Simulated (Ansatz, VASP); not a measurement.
KAl2As2: VASP beside Ansatz

```xyz
5
Lattice="3.8144 0.0000 0.0000 -1.9072 3.3034 0.0000 0.0000 0.0000 8.5884" Properties=species:S:1:pos:R:3 pbc="T T T"
K     0.0000    2.2023    4.2942
Al    0.0000    2.2023    7.3167
Al    0.0000    2.2023    1.2717
As    0.0000    0.0000    6.2025
As    0.0000    0.0000    2.3860
```

Alike in both runs: task single point; functional PBE; k mesh 6 × 6 × 2; occupations gaussian, width 0.1 eV; no spin polarisation.

|  | VASP | Ansatz |
| --- | --- | --- |
| version | VASP 6.6.1 | Ansatz 0.2.0 |
| potentials or method | VASP PAW PBE potentials, release 64 (K_sv, Al, As) | scalar-relativistic, plane waves, PAW |
| plane-wave cutoff (eV) | 520 | 420 |
| valence electrons in the cell | 25 | 45 |

VASP gave:

```
gap on the k mesh at the Fermi level (eV)       : none
pressure (GPa)                                  : 11.9
largest component of the traceless stress (GPa) : 6.28
rms of the force components (eV/Å)              : 0.579
```

**Question.** Estimate Ansatz's values.

**Answer.** gap on the k mesh at the Fermi level (eV): none; pressure (GPa): 11.7; largest component of the traceless stress (GPa): 6.25; rms of the force components (eV/Å): 0.576.

Atom by atom the forces differ by 0.013 eV/Å (rms over components). A gap of «none» marks a metal or a gap that the smearing closes. With one functional, cell and mesh, what is left measures potentials, basis and numerics. The two sets of potentials don't hold the same shells in valence.

Caveats: the k mesh is coarse (spacing up to 0.37 Å⁻¹), so the values aren't converged; forces of over 1 eV/Å show positions far from the minimum, so gaps and moduli don't describe the material at rest.
